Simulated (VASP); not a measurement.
**GaN: a GW gap and what it depends on**

How far does the GW correction to the gap of GaN depend on the settings? The starting structure is a measured crystal structure from the Crystallography Open Database. Cell and atoms stay as given.

Calculated with VASP 6.6.1; GW on LDA orbitals, with plane waves and PAW data sets made for GW.

The database entry behind the starting cell has ideal inner coordinates that were not refined, so it need not match the best structure at ambient conditions.

### Step 1. The starting structure

The structure is hexagonal, space group P6_3mc (No. 186). Conventional cell: a = 3.190 Å, b = 3.190 Å, c = 5.189 Å, α = 90.00°, β = 90.00°, γ = 120.00°. Ga has 4 N at 1.95 Å nearest. Nearest to N lie 4 Ga at 1.95 Å. Farther neighbours and most contacts between anions are not listed.

As a file:

```xyz
4
Lattice="3.1900 0.0000 0.0000 -1.5950 2.7626 0.0000 0.0000 0.0000 5.1890" Properties=species:S:1:pos:R:3 pbc="T T T"
Ga    0.0000    1.8417    2.5945
Ga    1.5950    0.9209    0.0000
N     0.0000    1.8417    4.5404
N     1.5950    0.9209    1.9459
```

### Step 2. G0W0 (response cutoff 100 eV, 4×4×2 mesh)

It reads the orbitals and their derivatives (WAVECAR and WAVEDER) of a run with the empty bands, which follows a ground-state run; neither is shown.

INCAR

```
SYSTEM = GaN
PREC = Accurate
ENCUT = 450
ISMEAR = 0
SIGMA = 0.01
LREAL = .FALSE.
GGA = CA
NBANDS = 104
ALGO = EVGW0
NELMGW = 1
ENCUTGW = 100
NOMEGA = 40
PRECFOCK = Fast
NBANDSGW = 32
LWAVE = .FALSE.
LCHARG = .FALSE.
```

POSCAR

```
GaN
1.0
    3.1900000000      0.0000000000      0.0000000000
   -1.5950000000      2.7626210381      0.0000000000
    0.0000000000      0.0000000000      5.1890000000
Ga N
2 2
Direct
    0.3333333333      0.6666666667      0.5000000000
    0.6666666667      0.3333333333      0.0000000000
    0.3333333333      0.6666666667      0.8750000000
    0.6666666667      0.3333333333      0.3750000000
```

KPOINTS

```
Automatic mesh
0
Gamma
4 4 2
0 0 0
```

Potentials, in the order of the species: Ga_d_GW and N_GW (LDA family, release 64).

Launch:

```sh
> mpirun -np 8 vasp_std
```

Log:

```text
[banner, memory and clock lines left out]
running    8 mpi-ranks, on    1 nodes
 distrk:  each k-point on    8 cores,    1 groups
 distr:  one band on    1 cores,    8 groups

 POSCAR found type information on POSCAR GaN
 POSCAR found :  2 types and       4 ions
|                                                                             |
|           W    W    AA    RRRRR   N    N  II  N    N   GGGG   !!!           |
|           W    W   A  A   R    R  NN   N  II  NN   N  G    G  !!!           |
|           W    W  A    A  R    R  N N  N  II  N N  N  G       !!!           |
|           W WW W  AAAAAA  RRRRR   N  N N  II  N  N N  G  GGG   !            |
|           WW  WW  A    A  R   R   N   NN  II  N   NN  G    G                |
|           W    W  A    A  R    R  N    N  II  N    N   GGGG   !!!           |
|                                                                             |
|     For optimal performance we recommend to set                             |
|       NCORE = 2 up to number-of-cores-per-socket                            |
|     NCORE specifies how many cores store one orbital (NPAR=cpu/NCORE).      |
|     This setting can greatly improve the performance of VASP for DFT.       |
|     The default, NCORE=1 might be grossly inefficient on modern             |
|     multi-core architectures or massively parallel machines. Do your        |
|     Unfortunately you need to use the default for GW and RPA                |
|     calculations (for HF NCORE is supported but not extensively tested      |
|     yet).                                                                   |
|                                                                             |

|                                                                             |
|           W    W    AA    RRRRR   N    N  II  N    N   GGGG   !!!           |
|           W    W   A  A   R    R  NN   N  II  NN   N  G    G  !!!           |
|           W    W  A    A  R    R  N N  N  II  N N  N  G       !!!           |
|           W WW W  AAAAAA  RRRRR   N  N N  II  N  N N  G  GGG   !            |
|           WW  WW  A    A  R   R   N   NN  II  N   NN  G    G                |
|           W    W  A    A  R    R  N    N  II  N    N   GGGG   !!!           |
|                                                                             |
|     The default for ENCUTGWSOFT is different in this version of VASP.       |
|     please manually set ENCUTGWSOFT =100 in the INCAR file.                 |
|                                                                             |

 LDA part: xc-table for (Slater(with rela. corr.)+CA(PZ))
 , standard interpolation
 found WAVECAR, reading the header
 POSCAR, INCAR and KPOINTS ok, starting setup
 FFT: planning ... GRIDC
 FFT: planning ... GRID_SOFT
 FFT: planning ... GRID
 reading WAVECAR
 the WAVECAR file was read successfully
 initial charge from wavefunction
 available memory per node:     77.24 GB, setting MAXMEM to     79091

 The Fermi energy was updated, please check that it is located mid-gap
 values below the HOMO (VB) or above the LUMO (CB) will cause erroneous energies
 E-fermi :   5.8404

 calculate exact exchange contribution
 the WAVEDER file was read successfully
energies w=
    0.000    0.000    0.796    0.000    1.587    0.000    2.368    0.000
    3.138    0.000    3.892    0.000    4.630    0.000    5.352    0.000
    6.058    0.000    6.749    0.000    7.428    0.000    8.098    0.000
    8.761    0.000    9.421    0.000   10.082    0.000   10.748    0.000
   11.424    0.000   12.114    0.000   12.824    0.000   13.561    0.000
   14.332    0.000   15.146    0.000   16.013    0.000   16.945    0.000
   17.959    0.000   19.075    0.000   20.317    0.000   21.717    0.000
   23.321    0.000   25.186    0.000   27.395    0.000   30.067    0.000
   33.378    0.000   37.603    0.000   43.190    0.000   50.931    0.000
   62.360    0.000   80.882    0.000  115.907    0.000  206.471    0.000
 responsefunction array rank=     120
 LDA part: xc-table for (Slater(with rela. corr.)+CA(PZ))
 , standard interpolation

 min. memory requirement per mpi rank     75.8 MB, per node    606.4 MB

 allocating   5 responsefunctions rank=   120
 shmem allocating  40 responsefunctions rank=   120
 response function shared by NCSHMEM nodes    1
 Doing            5  frequencies on each core in blocks of           40
NQ=   1    0.0000    0.0000    0.0000,
|.........|.........|.........|.........|.........|.........|.........|.........
 performed        152000 updates of chi_q(r,r)
 total number of BLAS operations         11.94 Gflops
NQ=   2    0.2500    0.0000    0.0000,
|.........|.........|.........|.........|.........|.........|.........|.........
 performed        424000 updates of chi_q(r,r)
 total number of BLAS operations         36.87 Gflops
NQ=   3    0.5000    0.0000    0.0000,
|.........|.........|.........|.........|.........|.........|.........|.........
 performed        656000 updates of chi_q(r,r)
 total number of BLAS operations         57.74 Gflops
NQ=   4    0.2500    0.2500    0.0000,
|.........|.........|.........|.........|.........|.........|.........|.........
 performed        968000 updates of chi_q(r,r)
 total number of BLAS operations         86.32 Gflops
NQ=   5    0.0000    0.0000    0.5000,
|.........|.........|.........|.........|.........|.........|.........|.........
 performed       1120000 updates of chi_q(r,r)
 total number of BLAS operations        102.72 Gflops
NQ=   6    0.2500    0.0000    0.5000,
|.........|.........|.........|.........|.........|.........|.........|.........
 performed       1392000 updates of chi_q(r,r)
 total number of BLAS operations        127.18 Gflops
NQ=   7    0.5000    0.0000    0.5000,
|.........|.........|.........|.........|.........|.........|.........|.........
 performed       1624000 updates of chi_q(r,r)
 total number of BLAS operations        145.76 Gflops
NQ=   8    0.2500    0.2500    0.5000,
|.........|.........|.........|.........|.........|.........|.........|.........
 performed       1936000 updates of chi_q(r,r)
 total number of BLAS operations        172.76 Gflops
 resolving degeneracies of screened two electron integrals

 calculate QP shifts <psi_nk| G(iteration)W_0 |psi_nk>: iteration 1
 entering main loop
```

Run time: 40 s. Hardware: 8 MPI ranks of Intel Xeon Platinum 8375C at 2.90GHz (Ice Lake), shared host; peak memory 1 GiB; 5.2 min of CPU time.

The logs omit lines about the potential files and the build; timing stands in the text.

OUTCAR, selected parts (step 2):

```text
ion  position               nearest neighbor table
   1  0.333  0.667  0.500-   3 1.95   4 1.95   4 1.95   4 1.95
   2  0.667  0.333  0.000-   4 1.95   3 1.95   3 1.95   3 1.95
   3  0.333  0.667  0.875-   1 1.95   2 1.95   2 1.95   2 1.95
   4  0.667  0.333  0.375-   2 1.95   1 1.95   1 1.95   1 1.95

  LATTYP: Found a hexagonal cell.
 ALAT       =     3.1900000000
 C/A-ratio  =     1.6266457680

 Subroutine GETGRP returns: Found 12 space group operations
 (whereof  6 operations were pure point group operations)

The static configuration has the point symmetry C_3v.
 The point group associated with its full space group is C_6v.

 Found      8 irreducible k-points:

   k-points           NKPTS =      8   k-points in BZ     NKDIM =     32   number of bands    NBANDS=    104

   dimension x,y,z NGX =    24 NGY =   24 NGZ =   36
   dimension x,y,z NGXF=    48 NGYF=   48 NGZF=   72

   ENCUT  =  450.0 eV  33.07 Ry    5.75 a.u.   5.52  5.52  8.98*2*pi/ulx,y,z

   NELECT =      36.0000    total number of electrons

  energy-cutoff  :      450.00
  volume of cell :       45.73
      direct lattice vectors                 reciprocal lattice vectors
     3.190000000  0.000000000  0.000000000     0.313479624  0.180987545  0.000000000
    -1.595000000  2.762621038  0.000000000     0.000000000  0.361975090  0.000000000
     0.000000000  0.000000000  5.189000000     0.000000000  0.000000000  0.192715359

 k-points in reciprocal lattice and weights: Automatic mesh
   0.00000000  0.00000000  0.00000000       0.031
   0.25000000  0.00000000  0.00000000       0.188
   0.50000000  0.00000000  0.00000000       0.094
   0.25000000  0.25000000  0.00000000       0.188
   0.00000000  0.00000000  0.50000000       0.031
   0.25000000  0.00000000  0.50000000       0.188
   0.50000000  0.00000000  0.50000000       0.094
   0.25000000  0.25000000  0.50000000       0.188

 E-fermi :   5.8404

 QP shifts <psi_nk| G(iteration)W_0 |psi_nk>: iteration 1
 for sc-GW calculations column KS-energies equals QP-energies in previous step
 and V_xc(KS)=  KS-energies - (<T + V_ion + V_H > + <T+V_H+V_ion>^1  + <V_x>^1)
 k-point   1 :       0.0000    0.0000    0.0000
  band No.  KS-energies  QP-energies   sigma(KS)   V_xc(KS)     V^pw_x(r,r')   Z            occupation Imag(sigma)
    ...
     15       3.8345       3.5686     -17.3277     -16.9766     -20.8293       0.7575       2.0000       0.1347
     16       4.8214       4.6861     -17.9794     -17.8012     -21.2904       0.7596       2.0000       0.1249
     17       4.8902       4.7235     -18.0959     -17.8764     -21.4386       0.7598       2.0000       0.1239
     18       4.8902       4.7235     -18.0959     -17.8764     -21.4386       0.7598       2.0000       0.1239
     19       6.7905       7.7415     -12.5165     -13.7230      -8.8911       0.7882       0.0000      -0.0977
     20       9.0184      10.1651     -11.5361     -12.9783      -7.3370       0.7951       0.0000      -0.1148
     21      13.9141      15.3104     -13.0724     -14.9516      -7.7425       0.7430       0.0000      -0.2098
     22      14.5465      15.6986     -10.2871     -11.7477      -5.3182       0.7887       0.0000      -0.1683
    ...

 k-point   2 :       0.2500    0.0000    0.0000
  band No.  KS-energies  QP-energies   sigma(KS)   V_xc(KS)     V^pw_x(r,r')   Z            occupation Imag(sigma)
    ...
     15       2.0177       1.6020     -16.6066     -16.0533     -20.2534       0.7513       2.0000       0.1558
     16       2.8769       2.5327     -16.5801     -16.1230     -20.1807       0.7529       2.0000       0.1462
     17       4.1345       3.9320     -17.3524     -17.0858     -20.6976       0.7594       2.0000       0.1289
     18       4.3970       4.1897     -17.7106     -17.4376     -21.1136       0.7594       2.0000       0.1281
     19       9.1120      10.2268     -12.9298     -14.3612      -9.0409       0.7788       0.0000      -0.1121
     20      10.6564      11.8543     -11.3686     -12.8831      -6.9460       0.7910       0.0000      -0.1271
     21      12.0785      13.2704     -11.6360     -13.1739      -6.9722       0.7751       0.0000      -0.1508
     22      13.2315      14.4385     -11.8934     -13.4598      -7.0907       0.7705       0.0000      -0.1643
    ...

 k-point   3 :       0.5000    0.0000    0.0000
  band No.  KS-energies  QP-energies   sigma(KS)   V_xc(KS)     V^pw_x(r,r')   Z            occupation Imag(sigma)
    ...
     15       0.6013       0.1516     -15.1911     -14.5825     -19.0879       0.7391       2.0000       0.1928
     16       2.1158       1.7317     -16.0640     -15.5505     -19.7806       0.7481       2.0000       0.1594
     17       2.6094       2.2422     -15.9100     -15.4242     -19.2907       0.7558       2.0000       0.1420
     18       3.8988       3.6503     -17.3481     -17.0198     -20.8343       0.7571       2.0000       0.1353
     19       9.7585      10.6437     -10.3218     -11.4247      -6.0800       0.8025       0.0000      -0.1206
     20      10.3398      11.4621     -12.0535     -13.4811      -7.7762       0.7862       0.0000      -0.1256
     21      10.7722      11.8117     -11.6372     -12.9624      -7.4502       0.7844       0.0000      -0.1265
     22      13.3300      14.9422     -13.6943     -15.8573      -8.5519       0.7454       0.0000      -0.1884
    ...

 k-point   4 :       0.2500    0.2500    0.0000
  band No.  KS-energies  QP-energies   sigma(KS)   V_xc(KS)     V^pw_x(r,r')   Z            occupation Imag(sigma)
    ...
     15       0.7492       0.2507     -15.1043     -14.4313     -18.9356       0.7407       2.0000       0.1854
     16       0.8784       0.4796     -15.3108     -14.7739     -19.0745       0.7429       2.0000       0.1839
     17       2.7916       2.4098     -16.4518     -15.9449     -20.0137       0.7530       2.0000       0.1455
     18       2.9159       2.5897     -16.4572     -16.0246     -19.9423       0.7539       2.0000       0.1421
     19      10.4352      11.1911     -10.2120     -11.1601      -5.9811       0.7973       0.0000      -0.1249
     20      11.4425      12.8730     -13.3869     -15.2551      -8.8403       0.7657       0.0000      -0.1433
     21      12.4887      13.6294     -11.9684     -13.4445      -7.3751       0.7727       0.0000      -0.1534
     22      12.5976      14.2375     -13.2331     -15.3822      -8.4536       0.7631       0.0000      -0.1555
    ...

[... 4 further parts left out ...]
```

G0W0 (response cutoff 100 eV, 4×4×2 mesh): the quasiparticle gap on this mesh is 3.018 eV, +1.118 eV from the LDA gap on the same points, with 104 bands.

### Step 3. G0W0 (response cutoff 160 eV, 4×4×2 mesh)

It reads the orbitals and their derivatives (WAVECAR and WAVEDER) of a run with the empty bands, which follows a ground-state run; neither is shown.

Edit INCAR of step 2 so:

```diff
@@ -7,6 +7,6 @@
 GGA = CA
-NBANDS = 104
+NBANDS = 216
 ALGO = EVGW0
 NELMGW = 1
-ENCUTGW = 100
+ENCUTGW = 160
 NOMEGA = 40
```

POSCAR is that of step 2.

KPOINTS is that of step 2.

Launch:

```sh
> mpirun -np 8 vasp_std
```

Log:

```text
[banner, memory and clock lines left out]
running    8 mpi-ranks, on    1 nodes
[...]
[... a notice as in an earlier step ...]

|                                                                             |
|           W    W    AA    RRRRR   N    N  II  N    N   GGGG   !!!           |
|           W    W   A  A   R    R  NN   N  II  NN   N  G    G  !!!           |
|           W    W  A    A  R    R  N N  N  II  N N  N  G       !!!           |
|           W WW W  AAAAAA  RRRRR   N  N N  II  N  N N  G  GGG   !            |
|           WW  WW  A    A  R   R   N   NN  II  N   NN  G    G                |
|           W    W  A    A  R    R  N    N  II  N    N   GGGG   !!!           |
|                                                                             |
|     The default for ENCUTGWSOFT is different in this version of VASP.       |
|     please manually set ENCUTGWSOFT =160 in the INCAR file.                 |
|                                                                             |

[...]
total number of BLAS operations        524.57 Gflops
NQ=   4    0.2500    0.2500    0.0000,
|.........|.........|.........|.........|.........|.........|.........|.........
 performed       2099000 updates of chi_q(r,r)
 total number of BLAS operations        749.98 Gflops
NQ=   5    0.0000    0.0000    0.5000,
|.........|.........|.........|.........|.........|.........|.........|.........
 performed       2437000 updates of chi_q(r,r)
 total number of BLAS operations        874.07 Gflops
NQ=   6    0.2500    0.0000    0.5000,
|.........|.........|.........|.........|.........|.........|.........|.........
 performed       3024000 updates of chi_q(r,r)
 total number of BLAS operations       1081.34 Gflops
NQ=   7    0.5000    0.0000    0.5000,
|.........|.........|.........|.........|.........|.........|.........|.........
 performed       3528000 updates of chi_q(r,r)
 total number of BLAS operations       1255.98 Gflops
NQ=   8    0.2500    0.2500    0.5000,
|.........|.........|.........|.........|.........|.........|.........|.........
 performed       4198000 updates of chi_q(r,r)
 total number of BLAS operations       1483.60 Gflops
 resolving degeneracies of screened two electron integrals

 calculate QP shifts <psi_nk| G(iteration)W_0 |psi_nk>: iteration 1
 entering main loop
[key lines of the parts left out:]
E-fermi :   5.8404
```

It took 58 s on 8 MPI ranks; peak memory 1.4 GiB.

OUTCAR, selected parts (step 3):

```text
 QP shifts <psi_nk| G(iteration)W_0 |psi_nk>: iteration 1
 for sc-GW calculations column KS-energies equals QP-energies in previous step
 and V_xc(KS)=  KS-energies - (<T + V_ion + V_H > + <T+V_H+V_ion>^1  + <V_x>^1)
 k-point   1 :       0.0000    0.0000    0.0000
  band No.  KS-energies  QP-energies   sigma(KS)   V_xc(KS)     V^pw_x(r,r')   Z            occupation Imag(sigma)
    ...
     15       3.8345       3.3065     -17.6763     -16.9766     -20.8293       0.7545       2.0000       0.1444
     16       4.8214       4.4194     -18.3328     -17.8012     -21.2904       0.7562       2.0000       0.1396
     17       4.8902       4.4584     -18.4474     -17.8764     -21.4386       0.7563       2.0000       0.1390
     18       4.8902       4.4584     -18.4474     -17.8764     -21.4386       0.7563       2.0000       0.1390
     19       6.7905       7.5291     -12.7819     -13.7230      -8.8911       0.7848       0.0000      -0.0819
     20       9.0184       9.9628     -11.7881     -12.9783      -7.3370       0.7935       0.0000      -0.0973
     21      13.9141      15.0493     -13.4202     -14.9516      -7.7425       0.7413       0.0000      -0.1732
     22      14.5465      15.4961     -10.5434     -11.7477      -5.3182       0.7885       0.0000      -0.1444
    ...

[... 1 part as in an earlier step ...]

[... 2 further parts left out ...]
[key lines of the parts left out:]
E-fermi :   5.8404
```

G0W0 (response cutoff 160 eV, 4×4×2 mesh): the quasiparticle gap on this mesh is 3.071 eV, +1.170 eV from the LDA gap on the same points, with 216 bands.

(Part 1 of 2 ends here.)

[Lines on the potential files, build, host, timing and source positions are cut from VASP's logs without a mark.]

[Logs are printed without paths, hosts, clocks, repeated set-up lines and the standing remarks that a program may print on its own settings, such as how far it seeks lower states.]

[Hosts, paths, dates, database ids (printed as entryN), source tags and the programs' standing remarks are cut or masked in the printed files.]
